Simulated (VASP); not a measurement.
Consider the following.

```yaml
crystal:
  lattice:
    - [2.87985, 0.00000, 0.00000]
    - [0.00000, 2.87985, 0.00000]
    - [0.00000, 0.00000, 2.87985]
  atoms:
    - { symbol: Al, position: [0.50000, 0.50000, 0.50000] }
    - { symbol: Ni, position: [0.00000, 0.00000, 0.00000] }
```

Method: rev-vdW-DF2, VASP's PBE PAW potentials (set 64) (plane waves; VASP 6.6.1). Run with 520 eV cut-off, 14×14×14 Γ-centred mesh, tetrahedra with Blöchl corrections, potentials Al Ni.

Tabulate the total density of states (states/eV per cell) against energy (eV; zero at the valence-band maximum or, without a gap, the Fermi level).

```
E (eV) | DOS (states/eV)
    -9.95 | # 0.18
    -9.37 | # 0.22
    -8.79 | # 0.27
    -8.33 | # 0.30
    -7.75 | # 0.35
    -7.17 | ## 0.42
    -6.59 | ## 0.48
    -6.01 | ## 0.57
    -5.44 | ### 0.72
    -4.86 | ### 0.63
    -4.40 | ### 0.78
    -3.82 | ######## 2.06
    -3.24 | ########## 2.48
    -2.66 | ###### 1.38
    -2.08 | ############################## 7.37
    -1.62 | ################# 4.11
    -1.04 | ## 0.40
    -0.46 | ###### 1.47
     0.11 | ### 0.75
     0.69 | ## 0.53
     1.27 | # 0.33
     1.85 | ## 0.40
     2.31 | ### 0.74
     2.89 | #### 0.90
     3.47 | ### 0.79
```
Within 2 eV below the Fermi level the largest weight inside VASP's projection spheres is Ni d.

The compound is NiAl in the CsCl type structure. It was relaxed first. The run is not spin-polarised, so no magnetic state was tried. The electron count is odd and the run is not spin-polarised, which forces a metal.
